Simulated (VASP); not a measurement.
Consider the following.

```
KLiCl2
1.0
    0.00000     2.79026     2.79026
    2.79026     0.00000     2.79026
   11.51172    11.51172    -0.35069
Li Cl K
2 4 2
Direct
  0.96959   0.96959   0.02281
  0.03041   0.03041   0.22719
  0.50000   0.50000   0.12500
  0.56244   0.56244   0.32817
  0.50000   0.50000   0.62500
  0.43756   0.43756   0.92183
  0.03100   0.03100   0.47675
  0.96900   0.96900   0.77325
```

Calculation: PBEsol GGA, VASP's PBE PAW potentials (set 64) (plane waves; VASP). Numerical set-up: 520 eV cut-off, 6×6×2 Γ-centred mesh, Gaussian smearing of 0.050 eV, potentials Li_sv Cl K_sv.

Q: What does the run give for the energy per atom (σ→0), band gap (on the k-mesh) with the smallest direct gap where there is one?

A: 
```json
{
  "band gap (on the k-mesh)": "5.02 eV",
  "smallest direct gap (on the k-mesh)": "5.02 eV",
  "energy per atom (σ→0)": "-3.601 eV/atom"
}
```

Total energies compare only between runs with the same potentials, cut-off and functional.

The structure was generated: K2Li2Cl4 was put into an ordered model structure (R-3m), which need not be its known phase. It was relaxed first. The start is the result of an earlier pass.
